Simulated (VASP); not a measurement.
# Si48H20CO in VASP: a series of runs, part 2 of 2

VASP 6.6.1.

## 3. Single point, PBE

INCAR reads:

```
PREC = Accurate
ENCUT = 400
EDIFF = 1E-6
ISMEAR = 0
SIGMA = 0.05
LREAL = Auto
LASPH = True
NELM = 100
ALGO = Fast
ISIF = 2
LWAVE = False
LCHARG = False
GGA = PE
ISYM = 0
LUSENCCL = False
```

KPOINTS reads:

```
regular mesh
0
Gamma
  1 1 1
```

POSCAR reads:

```
Si48H20CO                               
1.0
    7.6805938572      7.6805938572      0.0000000000
   -7.6805938572      7.6805938572      0.0000000000
    0.0000000000      0.0000000000     23.4276500000
  Si              H               O               C             
    48    20     1     1
Selective dynamics
Direct
     0.6991735274118493    0.2978477676100240    0.4071988665935928   T   T   T
     0.8204219565580479    0.6806172272574981    0.4100118806066381   T   T   T
     0.0598126555918883    0.9444495169679610    0.4075472757816078   T   T   T
     0.3054462669530840    0.1921956969398284    0.4305821355387816   T   T   T
     0.9675310919302207    0.5369599498551669    0.4405646636780881   T   T   T
     0.2116198259699090    0.7885167850333075    0.4252553166152719   T   T   T
[... 32 lines left out ...]
     0.5011532553469205    0.9980156499119032    0.2020802447703769   T   T   T
     0.4968939065189450    0.5028511331451959    0.2031300219157142   T   T   T
     0.8750000000000000    0.3750000000000000    0.1455075519999980   F   F   F
     0.8750000000000000    0.8750000000000000    0.1455075519999980   F   F   F
     0.1250000000000000    0.1250000000000000    0.1455075519999980   F   F   F
     0.3750000000000000    0.3750000000000000    0.1455075519999980   F   F   F
     0.1250000000000000    0.6250000000000000    0.1455075519999980   F   F   F
     0.3750000000000000    0.8750000000000000    0.1455075519999980   F   F   F
[... 16 lines left out ...]
     0.7016281893000027    0.5483718106999973    0.1067115139999970   F   F   F
     0.5483718106999973    0.7016281893000027    0.1067115139999970   F   F   F
     0.2132164232276467    0.7956678070065649    0.5800611566617233   T   T   T
     0.2073364806763729    0.9299162060905242    0.5357081922973281   T   T   T
     0.0780499893760920    0.8269100286974220    0.5386654395509850   T   T   T
     0.2556287902173000    0.2355442031403701    0.4870345998038423   T   T   T
     0.2314844943234328    0.7599141669124194    0.4944421745043169   T   T   T
     0.1796030260765480    0.8324782332792257    0.5392686902266967   T   T   T
```

Potentials or basis: VASP PAW PBE potentials, release 64 (Si, H, O, C).

Launch:

```console
> cat potpaw_PBE.64/Si/POTCAR potpaw_PBE.64/H/POTCAR potpaw_PBE.64/O/POTCAR potpaw_PBE.64/C/POTCAR > POTCAR
> mpirun -np 1 vasp_gam > vasp.out
```

OUTCAR:

```text
PREC = Accurate
   ENCUT = 400
   EDIFF = 1E-6
   ISMEAR = 0
   LREAL = Auto
   LASPH = True
   NELM = 100
   ISIF = 2
   GGA = PE
   ISYM = 0

 ion  position               nearest neighbor table
   1  0.699  0.298  0.407-   8 2.27  15 2.31   9 2.32  20 3.11
   2  0.820  0.681  0.410-  10 2.33  16 2.34   5 2.35  24 3.10  18 3.13
   3  0.060  0.944  0.408-  10 2.28  11 2.29   6 2.40  19 3.07  18 3.13
   4  0.305  0.192  0.431-  68 1.50  11 2.37  12 2.37   7 2.44
   5  0.968  0.537  0.441-   2 2.35   9 2.38  13 2.38
   6  0.212  0.789  0.425-  69 1.66  13 2.35  14 2.35   3 2.40
   7  0.461  0.033  0.445-  15 2.38  14 2.39   4 2.44
   8  0.552  0.445  0.416-   1 2.27  16 2.30  12 2.31
   9  0.880  0.390  0.377-   1 2.32  17 2.36  24 2.36   5 2.38
  10  0.876  0.873  0.374-   3 2.28   2 2.33  23 2.35  18 2.42
  11  0.136  0.128  0.375-   3 2.29  17 2.35   4 2.37  19 2.37
  12  0.374  0.364  0.377-   8 2.31  20 2.34  21 2.36   4 2.37
  13  0.115  0.626  0.377-  18 2.34   6 2.35  21 2.36   5 2.38
  14  0.375  0.889  0.379-  19 2.34   6 2.35  22 2.36   7 2.39
  15  0.604  0.118  0.379-   1 2.31  23 2.36  20 2.37   7 2.38
  16  0.627  0.622  0.375-   8 2.30   2 2.34  22 2.36  24 2.39
  17  0.001  0.253  0.322-  11 2.35  29 2.36   9 2.36  25 2.38
  18  0.005  0.749  0.313-  27 2.31  26 2.33  13 2.34  10 2.42   2 3.13   3 3.13
  19  0.251  0.997  0.314-  27 2.31  28 2.33  14 2.34  11 2.37   3 3.07
  20  0.499  0.249  0.315-  32 2.33  28 2.34  12 2.34  15 2.37   1 3.11
  21  0.248  0.499  0.324-  13 2.36  12 2.36  29 2.37  30 2.38
  22  0.497  0.755  0.323-  16 2.36  14 2.36  31 2.36  30 2.38
  23  0.743  0.002  0.322-  10 2.35  31 2.36  15 2.36  25 2.37
  24  0.751  0.499  0.313-  32 2.33  26 2.34   9 2.36  16 2.39   2 3.10
  25  0.873  0.127  0.264-  23 2.37  33 2.38  17 2.38  35 2.38
  26  0.876  0.625  0.257-  18 2.33  37 2.33  34 2.34  24 2.34
  27  0.125  0.877  0.257-  18 2.31  19 2.31  35 2.33  38 2.33
  28  0.374  0.124  0.258-  19 2.33  36 2.33  39 2.34  20 2.34
  29  0.126  0.375  0.263-  17 2.36  36 2.37  21 2.37  37 2.37
  30  0.374  0.626  0.265-  22 2.38  40 2.38  38 2.38  21 2.38
[... 23 lines left out ...]
  54  0.048  0.202  0.107-  43 1.49
[... 12 lines left out ...]
  67  0.078  0.827  0.539-  70 1.10
  68  0.256  0.236  0.487-   4 1.50
  69  0.231  0.760  0.494-  70 1.43   6 1.66
  70  0.180  0.832  0.539-  65 1.10  66 1.10  67 1.10  69 1.43

IMPORTANT INFORMATION: All symmetrisations will be switched off!
NOSYMM: (Re-)initialisation of all symmetry stuff for point group C_1.

----------------------------------------------------------------------------------------

                                     Primitive cell

  volume of cell :    2764.0655

  direct lattice vectors                    reciprocal lattice vectors
     7.680593857  7.680593857  0.000000000     0.065099133  0.065099133 -0.000000000
    -7.680593857  7.680593857  0.000000000    -0.065099133  0.065099133  0.000000000
     0.000000000  0.000000000 23.427650000     0.000000000 -0.000000000  0.042684606

  length of vectors
    10.862000000 10.862000000 23.427650000     0.092064077  0.092064077  0.042684606

  position of ions in fractional coordinates (direct lattice)
     0.699173527  0.297847768  0.407198867
     0.820421957  0.680617227  0.410011881
     0.059812656  0.944449517  0.407547276
     0.305446267  0.192195697  0.430582136
     0.967531092  0.536959950  0.440564664
     0.211619826  0.788516785  0.425255317
[... 62 lines left out ...]
     0.231484494  0.759914167  0.494442175
     0.179603026  0.832478233  0.539268690

  ion indices of the primitive-cell ions
   primitive index   ion index
                 1           1
                 2           2
                 3           3
                 4           4
[... 98 lines left out ...]
   total plane-waves  NPLWV = 829440
   dimension x,y,z NGX =    72 NGY =   72 NGZ =  160
   dimension x,y,z NGXF=   144 NGYF=  144 NGZF=  320
   ions per type =              48  20   1   1
   NGX,Y,Z   is equivalent  to a cutoff of  11.02, 11.02, 11.35 a.u.
   NGXF,Y,Z  is equivalent  to a cutoff of  22.04, 22.04, 22.71 a.u.
 SYSTEM =  unknown system
   PREC   = accura    normal or accurate (medium, high low for compatibility)
   ISTART =      0    job   : 0-new  1-cont  2-samecut
   ICHARG =      2    charge: 1-file 2-atom 10-const
   ISPIN  =      1    spin polarized calculation?
   LNONCOLLINEAR =      F non collinear calculations
   LSORBIT =      F    spin-orbit coupling
   LASPH  =      T    aspherical Exc in radial PAW
   ENCUT  =  400.0 eV  29.40 Ry    5.42 a.u.  17.71 17.71 38.20*2*pi/ulx,y,z
   NELM   =    100;   NELMIN=  2; NELMDL= -5     # of ELM steps
   EDIFF  = 0.1E-05   stopping-criterion for ELM
   LREAL  =      T    real-space projection
   EDIFFG = 0.1E-04   stopping-criterion for IOM
   NSW    =      0    number of steps for IOM
   IBRION =     -1    ionic relax: 0-MD 1-quasi-New 2-CG
   NFREE  =      0    steps in history (QN), initial steepest desc. (CG)
   ISIF   =      2    stress and relaxation
   ISYM   =      0    0-nonsym 1-usesym 2-fastsym
   POTIM  = 0.5000    time-step for ionic-motion
   TEBEG  =    0.0;   TEEND  =   0.0 temperature during run
   PSTRESS=    0.0 pullay stress
   NELECT =     222.0000    total number of electrons
   NUPDOWN=      -1.0000    fix difference up-down
   EMIN   =  10.00;   EMAX   =-10.00  energy-range for DOS
   EFERMI =   0.00;   METHOD = LEGACY
   ISMEAR =     0;   SIGMA  =   0.05  broadening in eV -4-tet -1-fermi 0-gaus
   EFERMI_NEDOS =   21; number of points for ismear=-14 and -15
   IALGO  =     68    algorithm
   IMIX   =      4    mixing-type and parameters
     AMIX     =   0.40;   BMIX     =  1.00
     AMIX_MAG =   1.60;   BMIX_MAG =  1.00
  volume/ion in A,a.u.               =      39.49       266.47
  Fermi-wavevector in a.u.,A,eV,Ry     =   0.706333  1.334776  6.788039  0.498907
  Thomas-Fermi vector in A             =   1.792086
   LORBIT       =      0    0 simple, 1 ext, 2 COOP (PROOUT), +10 PAW based schemes
   GGA     = PE    functional components
   LHFCALC =     F    Hartree Fock is set to
   AEXX    =    0.0000 exact exchange contribution
   IVDW    =     0    specifies the selected vdW correction
   LEPSILON=     F    determine dielectric tensor
   LRPA    =     F    only Hartree local field effects (RPA)
 non-spin polarized calculation
 RMM-DIIS sequential band-by-band and
 Gauss-broadening in eV      SIGMA  =   0.05
  energy-cutoff  :      400.00
  volume of cell :     2764.07
 maximum number of plane-waves:     25105
 NGX is ok and might be reduce to    70
   NGX = 35   NGY = 35   NGZ = 77

 number of electron     221.9999968 magnetization

 Free energy of the ion-electron system (eV)
  ---------------------------------------------------
  ext. energy  EPLUGINS =         0.00000000
  ---------------------------------------------------
  free energy    TOTEN  =      -331.83581149 eV

  energy without entropy =     -331.83581149  energy(sigma->0) =     -331.83581149

 E-fermi :  -0.7210     XC(G=0):  -4.2161

 val. band max:       -0.9668352889   @ k =   0.0000   0.0000   0.0000
 cond. band min:      -0.4876545296   @ k =   0.0000   0.0000   0.0000
 fundamental gap:      0.4791807592
 Fermi energy:        -0.7210157974

 k-point     1 :       0.0000    0.0000    0.0000
  band No.  band energies     occupation
      1     -21.6199      2.00000
      2     -13.3795      2.00000
      3     -12.6276      2.00000
      4     -11.8209      2.00000
      5     -11.7803      2.00000
      6     -11.6335      2.00000
[... 115 lines left out ...]
    122       1.0807      0.00000
    123       1.1019      0.00000
 [bands above 123 left out]

------------------------ aborting loop because EDIFF is reached ----------------------------------------

  FORCE on cell =-STRESS in cart. coord.  units (eV):
  Direction    XX          YY          ZZ          XY          YZ          ZX
  --------------------------------------------------------------------------------------
  -------------------------------------------------------------------------------------
  Total       28.9707367     20.5230882      4.9743194     -0.0987750      0.2758412      0.6653684
  in kB       16.7927490     11.8961100      2.8833404     -0.0572545      0.1598901      0.3856776
  external PRESSURE =      10.5240665 kB  Pullay stress =       0.0000000 kB

 VOLUME and BASIS-vectors are now :
 -----------------------------------------------------------------------------
  energy-cutoff  :      400.00
  volume of cell :     2764.07
      direct lattice vectors                 reciprocal lattice vectors
     7.680593857  7.680593857  0.000000000     0.065099133  0.065099133 -0.000000000
    -7.680593857  7.680593857  0.000000000    -0.065099133  0.065099133  0.000000000
     0.000000000  0.000000000 23.427650000     0.000000000 -0.000000000  0.042684606

 POSITION                                       TOTAL-FORCE (eV/Angst)
 -----------------------------------------------------------------------------------
      3.08242      7.65772      9.53971        -0.088945     -0.006450     -0.050305
      1.07378     11.52887      9.60561         0.131488     -0.008204     -0.107370
     -6.79454      7.71333      9.54787         0.130377      0.010464     -0.092627
      0.86983      3.82219     10.08753        -0.002089     -0.002423      0.071176
      3.30704     11.55538     10.32139        -0.060109     -0.020245      0.068667
     -4.43091      7.68164      9.96273        -0.082386      0.000239      0.044388
[... 62 lines left out ...]
     -4.05865      7.61453     11.58362         0.020944      0.002220      0.039208
     -5.01447      7.77339     12.63380        -0.017408      0.002603      0.035919
 -----------------------------------------------------------------------------------
    total drift:                               -0.002698     -0.001659     -0.025505

  FREE ENERGIE OF THE ION-ELECTRON SYSTEM (eV)
  ---------------------------------------------------
  free  energy   TOTEN  =      -331.8358114903 eV

  energy  without entropy=     -331.8358114902  energy(sigma->0) =     -331.83581149
```

It took 2.3 min on 1 × NVIDIA H100 80GB with 1 thread of AMD EPYC 7R13 (Zen 3), shared host; peak memory 2 GiB.

Results:

```
Free energy            : -331.8358 eV
Largest force          : 0.358 eV/Å
Band gap on the k mesh : 0.48 eV, direct
```

Forces in eV/Å, atoms in the order of the input:
```
Si  -0.089 -0.006 -0.050
Si   0.131 -0.008 -0.107
Si   0.130  0.010 -0.093
Si  -0.002 -0.002  0.071
Si  -0.060 -0.020  0.069
Si  -0.082  0.000  0.044
Si   0.000  0.019  0.092
Si   0.056 -0.001  0.047
Si  -0.048 -0.001  0.098
Si   0.035 -0.020  0.087
Si   0.015 -0.034  0.075
Si   0.010  0.027  0.080
Si  -0.042 -0.021  0.085
Si  -0.013 -0.003  0.064
Si  -0.005  0.036  0.091
Si   0.046  0.023  0.087
Si   0.005 -0.005  0.033
Si  -0.064 -0.004  0.154
Si  -0.047 -0.063  0.100
Si   0.023  0.071  0.108
Si   0.004 -0.001  0.022
Si   0.006 -0.003  0.034
Si   0.008  0.003  0.031
Si  -0.008  0.002  0.171
Si   0.002 -0.006 -0.019
Si  -0.010  0.002 -0.033
Si  -0.006 -0.002 -0.021
Si  -0.002 -0.003 -0.029
Si   0.003  0.001 -0.014
Si   0.013  0.000 -0.009
Si   0.000  0.004 -0.011
Si   0.008  0.002 -0.026
Si   0.016  0.001 -0.049
Si  -0.005  0.001 -0.065
Si  -0.008  0.000 -0.048
Si  -0.001 -0.001 -0.059
Si   0.006 -0.008 -0.055
Si   0.016  0.002 -0.059
Si   0.005  0.004 -0.050
Si  -0.006 -0.002 -0.046
Si   0.188 -0.018 -0.119
Si  -0.274  0.015 -0.141
Si  -0.293  0.004 -0.149
Si  -0.249  0.020 -0.129
Si   0.251  0.064 -0.219
Si   0.272 -0.063 -0.224
Si   0.199  0.005 -0.134
Si  -0.229 -0.042 -0.101
H   -0.272 -0.024 -0.006
H    0.265  0.006  0.044
H   -0.257  0.032  0.065
H    0.271 -0.006 -0.021
H   -0.260 -0.038  0.063
H    0.282  0.006 -0.028
H   -0.260  0.032  0.054
H    0.297 -0.020 -0.018
H   -0.297  0.026 -0.024
H    0.267  0.009  0.045
H   -0.294 -0.021 -0.034
H    0.268 -0.013  0.045
H   -0.268  0.013 -0.018
H    0.265 -0.003  0.043
H   -0.258 -0.028  0.059
H    0.285  0.018 -0.006
H    0.019  0.000  0.007
H    0.027  0.000  0.024
H    0.017  0.021  0.021
H   -0.004  0.004  0.025
O    0.021  0.002  0.039
C   -0.017  0.003  0.036
```

Caveat: the cutoff is under 1.25 times the usual one of these potentials, so pressure, stress and relaxed cells hold a basis-set (Pulay) error. Expect the measured gap to be larger: semilocal functionals such as PBE lack the derivative discontinuity.

## 4. Single point, RPBE

INCAR, as its differences from that of step 3:

```diff
@@ -12,3 +12,3 @@
 LCHARG = False
-GGA = PE
+GGA = RP
 ISYM = 0
```

KPOINTS is that of step 3.

POSCAR is that of step 3.

Launch:

```console
> cat potpaw_PBE.64/Si/POTCAR potpaw_PBE.64/H/POTCAR potpaw_PBE.64/O/POTCAR potpaw_PBE.64/C/POTCAR > POTCAR
> mpirun -np 1 vasp_gam > vasp.out
```

It took 2.3 min on 1 × NVIDIA H100 80GB with 1 thread of AMD EPYC 7R13 (Zen 3), shared host; peak memory 2 GiB.

Results (log left out):

| Property | Result |
| --- | --- |
| Free energy | -320.4527 eV |
| Largest force | 0.432 eV/Å |
| Band gap on the k mesh | 0.49 eV, direct |

Forces in eV/Å, atoms in the order of the input:
```
Si  -0.072 -0.003  0.025
Si   0.111 -0.015 -0.051
Si   0.113  0.005 -0.061
Si  -0.022  0.003  0.145
Si  -0.019 -0.035  0.193
Si  -0.098  0.003 -0.048
Si   0.041  0.038  0.193
Si   0.030  0.005  0.165
Si  -0.026  0.012  0.128
Si   0.001 -0.027  0.122
Si  -0.014 -0.027  0.099
Si  -0.012  0.021  0.100
Si  -0.025 -0.035  0.097
Si   0.007  0.010  0.080
Si   0.018  0.022  0.119
Si   0.018  0.032  0.122
Si   0.003 -0.007  0.042
Si  -0.067 -0.009  0.175
Si  -0.049 -0.059  0.114
Si   0.023  0.068  0.120
Si   0.006  0.000  0.029
Si   0.007 -0.002  0.044
Si   0.006  0.004  0.043
Si  -0.009  0.006  0.187
Si   0.004 -0.004 -0.021
Si  -0.011  0.000 -0.040
Si  -0.008 -0.003 -0.030
Si   0.001  0.000 -0.037
Si   0.002  0.003 -0.018
Si   0.013 -0.003 -0.010
Si  -0.001  0.003 -0.016
Si   0.009  0.003 -0.033
Si   0.021  0.003 -0.050
Si  -0.010  0.002 -0.064
Si  -0.014  0.000 -0.048
Si  -0.005 -0.002 -0.059
Si   0.010 -0.008 -0.054
Si   0.023  0.001 -0.059
Si   0.009  0.003 -0.050
Si  -0.010 -0.001 -0.048
Si   0.187 -0.020 -0.224
Si  -0.273  0.016 -0.246
Si  -0.292  0.004 -0.253
Si  -0.248  0.022 -0.234
Si   0.251  0.066 -0.325
Si   0.272 -0.063 -0.330
Si   0.198  0.005 -0.238
Si  -0.228 -0.045 -0.205
H   -0.319 -0.024 -0.021
H    0.312  0.006  0.029
H   -0.304  0.033  0.052
H    0.318 -0.006 -0.037
H   -0.307 -0.039  0.049
H    0.328  0.006 -0.044
H   -0.307  0.032  0.040
H    0.343 -0.020 -0.033
H   -0.343  0.027 -0.039
H    0.313  0.009  0.031
H   -0.340 -0.022 -0.049
H    0.314 -0.013  0.031
H   -0.315  0.014 -0.032
H    0.312 -0.002  0.029
H   -0.305 -0.028  0.045
H    0.332  0.018 -0.021
H    0.035 -0.001  0.048
H    0.015  0.007  0.050
H   -0.002  0.004  0.045
H   -0.019  0.003  0.060
O    0.224 -0.026  0.066
C   -0.154  0.030  0.207
```

Levels at points of the mesh, in eV from the valence-band top:
```
           k point  band 109  band 110  band 111  band 112  band 113  band 114
(0.00, 0.00, 0.00)     -0.38     -0.09      0.00      0.49      0.67      1.07
```

Caveat: the cutoff is under 1.25 times the usual one of these potentials, so pressure, stress and relaxed cells hold a basis-set (Pulay) error; the PAW data sets were made with another functional, which shifts forces and pressure a little.

## 5. Single point, r2SCAN+rVV10

INCAR reads:

```
PREC = Accurate
ENCUT = 400
EDIFF = 1E-6
ISMEAR = 0
SIGMA = 0.05
LREAL = Auto
LASPH = True
NELM = 100
ALGO = Normal
ISIF = 2
LWAVE = False
LCHARG = False
METAGGA = R2SCAN
LMIXTAU = True
LUSE_VDW = True
IVDW_NL = 2
BPARAM = 11.95
CPARAM = 0.0093
ISYM = 0
LUSENCCL = False
```

KPOINTS is that of step 4.

POSCAR is that of step 4.

Launch:

```console
> cat potpaw_PBE.64/Si/POTCAR potpaw_PBE.64/H/POTCAR potpaw_PBE.64/O/POTCAR potpaw_PBE.64/C/POTCAR > POTCAR
> mpirun -np 1 vasp_gam > vasp.out
```

Run time: 21 min. Hardware: 1 × NVIDIA H100 80GB with 1 thread of AMD EPYC 7R13 (Zen 3), shared host; peak memory 2.3 GiB.

Results (log left out):

```
Free energy            : -488.1122 eV
Largest force          : 0.479 eV/Å
Band gap on the k mesh : 0.54 eV, direct
```

Forces on the atoms (eV/Å):
```
Si  -0.189 -0.007 -0.019
Si   0.109 -0.020 -0.074
Si   0.077  0.001 -0.091
Si  -0.101 -0.005  0.173
Si  -0.160 -0.009 -0.126
Si  -0.005 -0.018  0.430
Si  -0.042  0.005 -0.094
Si   0.133  0.009  0.027
Si  -0.076 -0.071  0.058
Si   0.110  0.000  0.073
Si   0.077 -0.100  0.054
Si   0.087  0.066  0.033
Si  -0.046  0.027  0.063
Si  -0.020 -0.047  0.043
Si  -0.032  0.115  0.047
Si   0.125  0.030  0.073
Si   0.006  0.019  0.019
Si  -0.042 -0.024  0.103
Si  -0.041 -0.022  0.058
Si   0.006  0.002  0.063
Si   0.006 -0.019  0.005
Si   0.027  0.014  0.021
Si   0.026 -0.022  0.022
Si  -0.001  0.048  0.111
Si  -0.008 -0.002 -0.027
Si  -0.013 -0.007 -0.078
Si   0.015 -0.010 -0.036
Si  -0.003  0.006 -0.050
Si   0.003  0.000 -0.024
Si   0.003 -0.004 -0.013
Si  -0.007  0.005 -0.021
Si   0.018  0.011 -0.062
Si   0.007  0.002 -0.047
Si   0.003  0.003 -0.057
Si   0.009  0.000 -0.045
Si   0.008 -0.002 -0.050
Si  -0.002 -0.002 -0.046
Si   0.003  0.000 -0.058
Si  -0.002 -0.003 -0.042
Si   0.010 -0.003 -0.041
Si   0.200 -0.018 -0.221
Si  -0.298  0.013 -0.244
Si  -0.318  0.008 -0.252
Si  -0.267  0.019 -0.231
Si   0.273  0.064 -0.325
Si   0.295 -0.060 -0.330
Si   0.212  0.003 -0.236
Si  -0.244 -0.042 -0.201
H   -0.442 -0.025  0.115
H    0.435  0.006  0.169
H   -0.426  0.036  0.192
H    0.442 -0.005  0.096
H   -0.429 -0.042  0.189
H    0.452  0.005  0.089
H   -0.430  0.036  0.180
H    0.467 -0.020  0.102
H   -0.468  0.029  0.095
H    0.436  0.009  0.170
H   -0.465 -0.024  0.085
H    0.437 -0.014  0.171
H   -0.437  0.015  0.103
H    0.435 -0.002  0.168
H   -0.428 -0.031  0.184
H    0.455  0.018  0.113
H   -0.078  0.005 -0.207
H    0.132 -0.155 -0.001
H    0.159  0.151 -0.011
H    0.072  0.004 -0.124
O   -0.192  0.041 -0.329
C   -0.062  0.009  0.116
```

Levels at points of the mesh, in eV from the valence-band top:
```csv
k point,band 108,band 109,band 110,band 111,band 112,band 113,band 114,band 115
"(0.00, 0.00, 0.00)",-0.58,-0.45,-0.10,0.00,0.54,0.72,1.17,1.27
```

Caveat: the cutoff is under 1.25 times the usual one of these potentials, so pressure, stress and relaxed cells hold a basis-set (Pulay) error; the PAW data sets were made with another functional, which shifts forces and pressure a little. r2SCAN opens gaps a little over a GGA but as a rule still falls short of measured ones.

## 6. The runs side by side

| task | level | cell | gap on the mesh (eV) | largest force (eV/Å) |
| --- | --- | --- | --- | --- |
| relaxation of the atoms | PBE+D3(BJ) | atoms relaxed | 0.48 | - |
| single point | PBE | as given | 0.48 | 0.36 |
| single point | RPBE | as given | 0.49 | 0.43 |
| single point | r2SCAN+rVV10 | as given | 0.54 | 0.48 |

Alike in all rows: potentials or basis VASP PAW PBE potentials, release 64 (Si, H, O, C); no spin polarisation; k mesh 1 × 1 × 1; cutoff (eV) 400; smearing gaussian 0.05 eV.

On the cell as given the gap runs from 0.48 eV (PBE) to 0.54 eV (r2SCAN+rVV10).

Caveats: the cutoff is under 1.25 times the usual one of these potentials, so pressure, stress and relaxed cells hold a basis-set (Pulay) error; the PAW data sets were made with another functional, which shifts forces and pressure a little (some runs).

Total energies depend on the potentials used, so only differences within one code and one set of settings carry meaning.
